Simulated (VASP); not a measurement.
Output of a VASP run:

File OUTCAR:
```
 ion  position               nearest neighbor table
   1  0.000  0.000  0.000-
   2  0.500  0.500  0.500-
  LATTYP: Found a face centered cubic cell.
 ALAT       =     5.5903436022
 Subroutine PRICEL returns:
 Original cell was already a primitive cell.
 Subroutine GETGRP returns: Found 48 space group operations
The static configuration has the point symmetry O_h .
The dynamic configuration has the point symmetry O_h .
 Subroutine INISYM returns: Found 48 space group operations
 Subroutine IBZKPT returns following result:
 Found     35 irreducible k-points:

 Following reciprocal coordinates:
            Coordinates               Weight
  0.000000  0.000000  0.000000      1.000000
  0.111111  0.000000  0.000000      8.000000
  0.222222  0.000000  0.000000      8.000000
  0.333333  0.000000  0.000000      8.000000
  0.444444  0.000000  0.000000      8.000000
  0.111111  0.111111  0.000000      6.000000
  0.222222  0.111111  0.000000     24.000000
  0.333333  0.111111  0.000000     24.000000
  0.444444  0.111111  0.000000     24.000000
 -0.444444  0.111111  0.000000     24.000000
 -0.333333  0.111111  0.000000     24.000000
 -0.222222  0.111111  0.000000     24.000000
 -0.111111  0.111111  0.000000     12.000000
  0.222222  0.222222  0.000000      6.000000
  0.333333  0.222222  0.000000     24.000000
  0.444444  0.222222  0.000000     24.000000
 -0.444444  0.222222  0.000000     24.000000
 -0.333333  0.222222  0.000000     24.000000
 -0.222222  0.222222  0.000000     12.000000
  0.333333  0.333333  0.000000      6.000000
  0.444444  0.333333  0.000000     24.000000
 -0.444444  0.333333  0.000000     24.000000
 -0.333333  0.333333  0.000000     12.000000
  0.444444  0.444444  0.000000      6.000000
 -0.444444  0.444444  0.000000     12.000000
  0.333333  0.222222  0.111111     24.000000
  0.444444  0.222222  0.111111     48.000000
 -0.444444  0.222222  0.111111     48.000000
  0.444444  0.333333  0.111111     24.000000
 -0.444444  0.333333  0.111111     48.000000
 -0.333333  0.333333  0.111111     48.000000
 -0.222222  0.333333  0.111111     24.000000
 -0.444444  0.444444  0.111111     24.000000
 -0.333333  0.444444  0.111111     24.000000
 -0.333333  0.444444  0.222222     24.000000
   k-points           NKPTS =     35   k-points in BZ     NKDIM =     35   number of bands    NBANDS=     11
   number of dos      NEDOS =    601   number of ions     NIONS =      2
   total plane-waves  NPLWV =  21952
   dimension x,y,z NGX =    28 NGY =   28 NGZ =   28
   dimension x,y,z NGXF=    56 NGYF=   56 NGZF=   56
   ions per type =               1   1
   PREC   = accura    normal or accurate (medium, high low for compatibility)
   ISTART =      0    job   : 0-new  1-cont  2-samecut
   ICHARG =      2    charge: 1-file 2-atom 10-const
   ISPIN  =      1    spin polarized calculation?
   LNONCOLLINEAR =      F non collinear calculations
   LSORBIT =      F    spin-orbit coupling
   INIWAV =      1    electr: 0-lowe 1-rand  2-diag
   ENCUT  =  400.0 eV  29.40 Ry    5.42 a.u.   6.45  6.45  6.45*2*pi/ulx,y,z
   NELM   =    100;   NELMIN=  2; NELMDL= -5     # of ELM steps
   EDIFF  = 0.1E-06   stopping-criterion for ELM
   LREAL  =      F    real-space projection
   NLSPLINE    = F    spline interpolate recip. space projectors
   LMAXMIX     =    2 max onsite mixed and CHGCAR
   VOSKOWN=      0    Vosko Wilk Nusair interpolation
   EDIFFG = 0.1E-05   stopping-criterion for IOM
   NSW    =      0    number of steps for IOM
   NBLOCK =      1;   KBLOCK =      1    inner block; outer block
   IBRION =     -1    ionic relax: 0-MD 1-quasi-New 2-CG
   NFREE  =      0    steps in history (QN), initial steepest desc. (CG)
   ISIF   =      2    stress and relaxation
   ISYM   =      2    0-nonsym 1-usesym 2-fastsym
   TEIN   =    0.0    initial temperature
   TEBEG  =    0.0;   TEEND  =   0.0 temperature during run
...
```

OSZICAR:
```
       N       E                     dE             d eps       ncg     rms          rms(c)
DAV:   1     0.851200267972E+02    0.85120E+02   -0.65595E+03   789   0.106E+03
DAV:   2     0.248716313898E+00   -0.84871E+02   -0.78967E+02   920   0.255E+02
DAV:   3    -0.700139608676E+01   -0.72501E+01   -0.71980E+01   929   0.752E+01
DAV:   4    -0.715450853427E+01   -0.15311E+00   -0.15291E+00   884   0.120E+01
DAV:   5    -0.715806385886E+01   -0.35553E-02   -0.35550E-02   989   0.182E+00    0.189E+00
DAV:   6    -0.700502807449E+01    0.15304E+00   -0.30299E-01   898   0.445E+00    0.137E+00
DAV:   7    -0.699447166632E+01    0.10556E-01   -0.69032E-02  1025   0.205E+00    0.911E-01
DAV:   8    -0.699786124870E+01   -0.33896E-02   -0.71522E-03   833   0.964E-01    0.227E-01
DAV:   9    -0.699779648532E+01    0.64763E-04   -0.18411E-04   937   0.130E-01    0.128E-01
DAV:  10    -0.699786381564E+01   -0.67330E-04   -0.21888E-04   827   0.111E-01    0.409E-02
DAV:  11    -0.699785647586E+01    0.73398E-05   -0.16270E-05   896   0.333E-02    0.124E-02
DAV:  12    -0.699785600134E+01    0.47453E-06   -0.26843E-06   830   0.114E-02    0.378E-03
DAV:  13    -0.699785621135E+01   -0.21001E-06   -0.10164E-07   851   0.243E-03    0.106E-03
DAV:  14    -0.699785621867E+01   -0.73210E-08   -0.47132E-09   439   0.632E-04
   1 F= -.69978562E+01 E0= -.69978562E+01  d E =0.000000E+00
```

File OUTCAR:
```
------------------------ aborting loop because EDIFF is reached ----------------------------------------
  FORCE on cell =-STRESS in cart. coord.  units (eV):
  Direction    XX          YY          ZZ          XY          YZ          ZX
  --------------------------------------------------------------------------------------
  Total        0.0044580      0.0044580      0.0044580      0.0000000      0.0000000      0.0000000
  in kB        0.1635280      0.1635280      0.1635280      0.0000000      0.0000000      0.0000000
  external PRESSURE =       0.1635280 kB  Pullay stress =       0.0000000 kB
  volume of cell :       43.68
      direct lattice vectors                 reciprocal lattice vectors
     0.000000000  2.795171801  2.795171801    -0.178879881  0.178879881  0.178879881
     2.795171801  0.000000000  2.795171801     0.178879881 -0.178879881  0.178879881
     2.795171801  2.795171801  0.000000000     0.178879881  0.178879881 -0.178879881
  FREE ENERGIE OF THE ION-ELECTRON SYSTEM (eV)
  ---------------------------------------------------
  free  energy   TOTEN  =        -6.9978562187 eV

  energy  without entropy=       -6.9978562187  energy(sigma->0) =       -6.99785622

 total charge

# of ion       s       p       d       tot
------------------------------------------
    1        0.045   5.983   0.000   6.028
    2        1.578   3.556   0.000   5.134
--------------------------------------------------
tot          1.623   9.540   0.000  11.162
```
(Selected blocks of OUTCAR.)

### POSCAR
```
NaCl
1
    0.0000000000     2.7951718011     2.7951718011
    2.7951718011     0.0000000000     2.7951718011
    2.7951718011     2.7951718011     0.0000000000
Na Cl
1 1
Direct
  0.0000000000   0.0000000000   0.0000000000
  0.5000000000   0.5000000000   0.5000000000
```

Q: Reconstruct the remaining input files.

A: One answer among several that fit: the input of the run itself, PBEsol GGA, plane waves, VASP's PBE PAW potentials (set 64).

**KPOINTS**
```
Regular mesh
0
G
9 9 9
0 0 0
```

INCAR:
```
SYSTEM = NaCl
PREC = Accurate; ENCUT = 400; LREAL = .FALSE.
LASPH = .TRUE.
EDIFF = 1E-7; NELM = 100; ALGO = Normal
ISMEAR = -5
GGA = PS
ISIF = 2
LWAVE = .FALSE.; LCHARG = .TRUE.; LORBIT = 11
NEDOS = 601
```

POTCAR, in this order: Na_pv Cl (PBE.64 set). Program: vasp_std.

The structure was generated: NaCl was put into the rock salt type (Fm-3m), which need not be its known phase. It was relaxed first, which changed the volume by -10 %.
